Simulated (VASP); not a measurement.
These are PBEsol GGA, VASP's PBE PAW potentials (set 64) (plane waves; VASP 6.6.1) values and carry that method's errors.

VASP ran on this input.

INCAR:
```
ALGO = Normal
EDIFF = 1E-6
EDIFFG = -0.02
ENCUT = 620
GGA = PS
IBRION = 2
ISIF = 3
ISMEAR = 0
LASPH = .TRUE.
LCHARG = .FALSE.
LREAL = .FALSE.
LWAVE = .FALSE.
NELM = 100
NSW = 40
PREC = Accurate
SIGMA = 0.05
SYSTEM = BN
```

KPOINTS:
```
K-points
0
Gamma
  10 10 5
0 0 0
```

**POSCAR**
```
BN
1
    2.5423633099    -0.0000000000     0.0000000000
   -1.2711816549     2.2017510086     0.0000000000
    0.0000000000     0.0000000000     4.2047845267
B N
2 2
Direct
  0.3333330000   0.6666670000   0.0002824111
  0.6666670000   0.3333330000   0.5002824111
  0.3333330000   0.6666670000   0.3747175889
  0.6666670000   0.3333330000   0.8747175889
```

POTCAR, in this order: B N (PBE.64 set). Program: vasp_std.

Task: Estimate the energy per atom (σ→0).

Result: 
| Item | Result |
|---|---|
| energy per atom (σ→0) | -9.159 eV/atom |

OSZICAR:
```
...
DAV:   6    -0.368445810940E+02    0.17074E+01   -0.43638E+00  1280   0.183E+01    0.450E+00
DAV:   7    -0.366785255852E+02    0.16606E+00   -0.22206E-01  1240   0.507E+00    0.264E+00
DAV:   8    -0.366366341852E+02    0.41891E-01   -0.70259E-02  1152   0.235E+00    0.229E-01
DAV:   9    -0.366355914867E+02    0.10427E-02   -0.25811E-03  1296   0.578E-01    0.118E-01
DAV:  10    -0.366356690865E+02   -0.77600E-04   -0.20390E-04  1260   0.143E-01    0.236E-02
DAV:  11    -0.366356669474E+02    0.21391E-05   -0.42235E-05  1320   0.593E-02    0.109E-02
DAV:  12    -0.366356674483E+02   -0.50089E-06   -0.38655E-06  1252   0.195E-02
   1 F= -.36635667E+02 E0= -.36635667E+02  d E =-.366357E+02
```

The structure was generated: BN was put into the wurtzite type (P6_3mc), which need not be its known phase. It was relaxed first.
